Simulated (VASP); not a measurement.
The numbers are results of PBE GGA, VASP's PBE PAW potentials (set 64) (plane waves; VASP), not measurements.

VASP input:

POSCAR:
```
SiC
1
    1.5455750148    -2.6770142062     0.0000000000
    1.5455750148     2.6770142062     0.0000000000
    0.0000000000     0.0000000000     5.0758585172
Si C
2 2
Direct
  0.6666670000   0.3333330000   0.4995769961
  0.3333330000   0.6666670000   0.9995769961
  0.6666670000   0.3333330000   0.8754230039
  0.3333330000   0.6666670000   0.3754230039
```

**INCAR**
```
SYSTEM = SiC
PREC = Accurate
ENCUT = 520
EDIFF = 1E-8
NELM = 100
ALGO = Normal
LREAL = .FALSE.
LASPH = .TRUE.
ISMEAR = 0
SIGMA = 0.01
GGA = PE
LWAVE = .FALSE.
LCHARG = .FALSE.
IBRION = 8
NSW = 1
LEPSILON = .TRUE.
```

File KPOINTS:
```
Automatic mesh
0
Gamma
8 8 5
0 0 0
```

POTCAR, in this order: Si C (PBE.64 set). Program: vasp_std.

Output of the run:

### OUTCAR
```
 ion  position               nearest neighbor table
   1  0.667  0.333  0.500-   4 1.89   4 1.89   4 1.89   3 1.91   2 3.10   2 3.10   2 3.10   2 3.10
                             2 3.10   2 3.10
   2  0.333  0.667  1.000-   3 1.89   3 1.89   3 1.89   4 1.91   1 3.10   1 3.10   1 3.10   1 3.10
                             1 3.10   1 3.10
   3  0.667  0.333  0.875-   2 1.89   2 1.89   2 1.89   1 1.91
   4  0.333  0.667  0.375-   1 1.89   1 1.89   1 1.89   2 1.91
  LATTYP: Found a hexagonal cell.
 ALAT       =     3.0911498163
 C/A-ratio  =     1.6420616337
 Subroutine PRICEL returns:
 Original cell was already a primitive cell.
 Subroutine GETGRP returns: Found 12 space group operations
The static configuration has the point symmetry C_3v.
 The point group associated with its full space group is C_6v.
The dynamic configuration has the point symmetry C_3v.
 Subroutine INISYM returns: Found 12 space group operations
 Subroutine IBZKPT returns following result:
 Found     30 irreducible k-points:

 Following reciprocal coordinates:
            Coordinates               Weight
  0.000000  0.000000  0.000000      1.000000
  0.125000  0.000000  0.000000      6.000000
  0.250000  0.000000  0.000000      6.000000
  0.375000  0.000000  0.000000      6.000000
  0.500000  0.000000  0.000000      3.000000
  0.125000  0.125000  0.000000      6.000000
  0.250000  0.125000  0.000000     12.000000
  0.375000  0.125000  0.000000     12.000000
  0.250000  0.250000  0.000000      6.000000
  0.375000  0.250000  0.000000      6.000000
  0.000000  0.000000  0.200000      2.000000
  0.125000  0.000000  0.200000     12.000000
  0.250000  0.000000  0.200000     12.000000
  0.375000  0.000000  0.200000     12.000000
  0.500000  0.000000  0.200000      6.000000
  0.125000  0.125000  0.200000     12.000000
  0.250000  0.125000  0.200000     24.000000
  0.375000  0.125000  0.200000     24.000000
  0.250000  0.250000  0.200000     12.000000
  0.375000  0.250000  0.200000     12.000000
  0.000000  0.000000  0.400000      2.000000
  0.125000  0.000000  0.400000     12.000000
  0.250000  0.000000  0.400000     12.000000
  0.375000  0.000000  0.400000     12.000000
  0.500000  0.000000  0.400000      6.000000
  0.125000  0.125000  0.400000     12.000000
  0.250000  0.125000  0.400000     24.000000
  0.375000  0.125000  0.400000     24.000000
  0.250000  0.250000  0.400000     12.000000
  0.375000  0.250000  0.400000     12.000000
 Subroutine IBZKPT_HF returns following result:
   k-points           NKPTS =     30   k-points in BZ     NKDIM =     30   number of bands    NBANDS=     12
   number of dos      NEDOS =    301   number of ions     NIONS =      4
   total plane-waves  NPLWV =  23040
   dimension x,y,z NGX =    24 NGY =   24 NGZ =   40
   dimension x,y,z NGXF=    48 NGYF=   48 NGZF=   80
   ions per type =               2   2
   PREC   = accura    normal or accurate (medium, high low for compatibility)
   ISTART =      0    job   : 0-new  1-cont  2-samecut
   ICHARG =      2    charge: 1-file 2-atom 10-const
   ISPIN  =      1    spin polarized calculation?
   LNONCOLLINEAR =      F non collinear calculations
   LSORBIT =      F    spin-orbit coupling
   INIWAV =      1    electr: 0-lowe 1-rand  2-diag
   ENCUT  =  520.0 eV  38.22 Ry    6.18 a.u.   5.75  5.75  9.44*2*pi/ulx,y,z
   NELM   =    100;   NELMIN=  2; NELMDL= -5     # of ELM steps
   EDIFF  = 0.1E-07   stopping-criterion for ELM
   LREAL  =      F    real-space projection
   NLSPLINE    = F    spline interpolate recip. space projectors
   LMAXMIX     =    2 max onsite mixed and CHGCAR
   VOSKOWN=      0    Vosko Wilk Nusair interpolation
   EDIFFG = 0.1E-06   stopping-criterion for IOM
   NSW    =      1    number of steps for IOM
...
```

**OUTCAR**
```


 HEAD OF MICROSCOPIC STATIC DIELECTRIC TENSOR (INDEPENDENT PARTICLE, excluding Hartree and local field effects)
 ------------------------------------------------------
           7.300499     0.000000     0.000000
           0.000000     7.300498     0.000000
           0.000000     0.000000     7.571535
 ------------------------------------------------------

 MACROSCOPIC STATIC DIELECTRIC TENSOR (including local field effects in DFT)
 ------------------------------------------------------
           7.057981     0.000000     0.000000
          -0.000000     7.057979     0.000000
           0.000000     0.000000     7.344083
 ------------------------------------------------------

 PIEZOELECTRIC TENSOR (including local field effects)  for field in x, y, z        (e  Angst)
          XX          YY          ZZ          XY          YZ          ZX
  --------------------------------------------------------------------------------
  x    -0.00000    -0.00000     0.00000     0.00000     0.00000     1.53827
  y     0.00000     0.00000     0.00000     0.00000     1.53826     0.00000
  z     1.23735     1.23735    -2.14572     0.00000     0.00000     0.00000

 PIEZOELECTRIC TENSOR (including local field effects)  for field in x, y, z        (C/m^2)
          XX          YY          ZZ          XY          YZ          ZX
  --------------------------------------------------------------------------------
  x    -0.00000    -0.00000     0.00000     0.00000     0.00000     0.58676
  y     0.00000     0.00000     0.00000     0.00000     0.58676     0.00000
  z     0.47198     0.47198    -0.81847     0.00000     0.00000     0.00000

 BORN EFFECTIVE CHARGES (including local field effects) (in |e|, cummulative output)
 ---------------------------------------------------------------------------------
 ion    1
    1     2.65121     0.00000    -0.00000
    2     0.00000     2.65121     0.00000
    3     0.00000     0.00000     2.84492
 ion    2
    1     2.65121     0.00000     0.00000
    2     0.00000     2.65121     0.00000
    3     0.00000     0.00000     2.84492
 ion    3
    1    -2.65121     0.00000     0.00000
    2     0.00000    -2.65121    -0.00000
    3     0.00000    -0.00000    -2.84492
 ion    4
    1    -2.65121     0.00000     0.00000
    2     0.00000    -2.65121    -0.00000
    3    -0.00000     0.00000    -2.84492

   1 f  =   24.411886 THz   153.384405 2PiTHz  814.292874 cm-1   100.959404 meV

   2 f  =   23.351443 THz   146.721447 2PiTHz  778.920312 cm-1    96.573767 meV

   3 f  =   23.351441 THz   146.721433 2PiTHz  778.920240 cm-1    96.573758 meV

   4 f  =   22.448280 THz   141.046703 2PiTHz  748.794019 cm-1    92.838584 meV

   5 f  =   22.279929 THz   139.988926 2PiTHz  743.178452 cm-1    92.142343 meV

   6 f  =   22.279927 THz   139.988913 2PiTHz  743.178384 cm-1    92.142335 meV

   7 f  =   17.490671 THz   109.897125 2PiTHz  583.425975 cm-1    72.335569 meV

   8 f  =    7.707555 THz    48.427996 2PiTHz  257.096358 cm-1    31.875871 meV

   9 f  =    7.707554 THz    48.427991 2PiTHz  257.096334 cm-1    31.875869 meV

  10 f  =    0.000000 THz     0.000002 2PiTHz    0.000009 cm-1     0.000001 meV

  11 f  =    0.000000 THz     0.000001 2PiTHz    0.000008 cm-1     0.000001 meV

  12 f/i=    0.001874 THz     0.011774 2PiTHz    0.062506 cm-1     0.007750 meV

 MACROSCOPIC STATIC DIELECTRIC TENSOR IONIC CONTRIBUTION
 ------------------------------------------------------
           3.226447     0.000000    -0.000000
           0.000000     3.226446    -0.000000
          -0.000000    -0.000000     4.019815
 ------------------------------------------------------

 ELASTIC MODULI CONTR FROM IONIC RELAXATION (kBar)
 Direction    XX          YY          ZZ          XY          YZ          ZX
 --------------------------------------------------------------------------------
 XX        -414.5952    224.1590    177.5199      0.0000      0.0000      0.0000
 YY         224.1590   -414.5950    177.5199     -0.0000     -0.0000     -0.0000
 ZZ         177.5199    177.5199   -330.9597     -0.0000     -0.0000     -0.0000
 XY           0.0000     -0.0000     -0.0000   -319.3771      0.0000     -0.0000
 YZ           0.0000     -0.0000     -0.0000      0.0000   -107.4004     -0.0000
 ZX           0.0000     -0.0000     -0.0000     -0.0000     -0.0000   -112.3199
 --------------------------------------------------------------------------------

 PIEZOELECTRIC TENSOR IONIC CONTR  for field in x, y, z        (C/m^2)
          XX          YY          ZZ          XY          YZ          ZX
  --------------------------------------------------------------------------------
  x     0.00000    -0.00000    -0.00000    -0.00000    -0.00000    -0.56645
  y     0.00000    -0.00000    -0.00000     0.00000    -0.55391    -0.00000
  z    -0.58215    -0.58215     1.08533     0.00000     0.00000     0.00000
```
(Selected blocks of OUTCAR.)

The compound is SiC in the wurtzite structure, the rare 2H polytype. It was relaxed first.
